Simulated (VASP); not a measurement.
Set up this calculation in VASP 6.6.1, as the native input.

```yaml
Task: single point
Functional: PBE
Potentials_or_basis: VASP PAW PBE potentials, release 64 (Cs_sv, K_sv, Br)
Cutoff: 520 eV
k_mesh: 2 × 2 × 2
Occupations: fermi-dirac, width 0.01 eV
Spin: no spin polarisation
Dipole_correction: no
Further_INCAR_settings: LREAL = Auto; ALGO = Fast; EDIFF = 1e-06; NBANDS = 150
```

The structure of CsK15Br16 (a cell with a defect) lies in POSCAR:

```
CsK15Br16
1.0
    0.0000000000      8.0869980000      8.0869980000
    8.0869980000      0.0000000000      8.0869980000
    8.0869980000      8.0869980000      0.0000000000
Cs K Br
1 15 16
Direct
    0.0000000000      0.0000000000      0.0000000000
    0.5000000000      0.0000000000      0.0000000000
    0.0000000000      0.5000000000      0.0000000000
    0.0000000000      0.0000000000      0.5000000000
    0.2500000000      0.2500000000      0.2500000000
    0.5000000000      0.5000000000      0.0000000000
    0.5000000000      0.0000000000      0.5000000000
    0.7467703782      0.2532296218      0.2532296218
    0.0000000000      0.5000000000      0.5000000000
    0.2532296218      0.7467703782      0.2532296218
    0.2532296218      0.2532296218      0.7467703782
    0.5000000000      0.5000000000      0.5000000000
    0.7467703782      0.7467703782      0.2532296218
    0.7467703782      0.2532296218      0.7467703782
    0.2532296218      0.7467703782      0.7467703782
    0.7500000000      0.7500000000      0.7500000000
    0.1283522403      0.1283522403      0.1283522403
    0.6149432790      0.1283522403      0.1283522403
    0.1283522403      0.6149432790      0.1283522403
    0.1283522403      0.1283522403      0.6149432790
    0.3759795274      0.3759795274      0.3759795274
    0.6240204726      0.6240204726      0.1279385821
    0.6240204726      0.1279385821      0.6240204726
    0.8720614179      0.3759795274      0.3759795274
    0.1279385821      0.6240204726      0.6240204726
    0.3759795274      0.8720614179      0.3759795274
    0.3759795274      0.3759795274      0.8720614179
    0.6240204726      0.6240204726      0.6240204726
    0.8716477597      0.8716477597      0.3850567210
    0.8716477597      0.3850567210      0.8716477597
    0.3850567210      0.8716477597      0.8716477597
    0.8716477597      0.8716477597      0.8716477597
```

The input as run:

INCAR

```
  ALGO = Fast
  EDIFF = 1E-6
  ENCUT = 520
  GGA = PE
  ISIF = 2
  ISMEAR = -1
  LASPH = True
  LCHARG = False
  LREAL = Auto
  LWAVE = False
  NBANDS = 150
  NELM = 100
  PREC = Accurate
  SIGMA = 0.01
```

KPOINTS

```
k-points
0
Gamma
  2 2 2
```

Potentials or basis: VASP PAW PBE potentials, release 64 (Cs_sv, K_sv, Br).

Launch:

```sh
$ cat potpaw_PBE.64/Cs_sv/POTCAR potpaw_PBE.64/K_sv/POTCAR potpaw_PBE.64/Br/POTCAR > POTCAR
$ mpirun -np 1 vasp_std > vasp.out
```

It gave:

```json
{"Pressure": "0.3 GPa", "Largest force": "0.008 eV/Å", "Band gap on the k mesh": "3.92 eV, direct"}
```

Caveat: spin-orbit coupling is left out, which moves the levels of the heavy elements.

It took 19 min on 1 thread of Intel(R) Xeon(R) 6975P-C (Granite Rapids), on a shared host, peak memory 1.5 GiB.
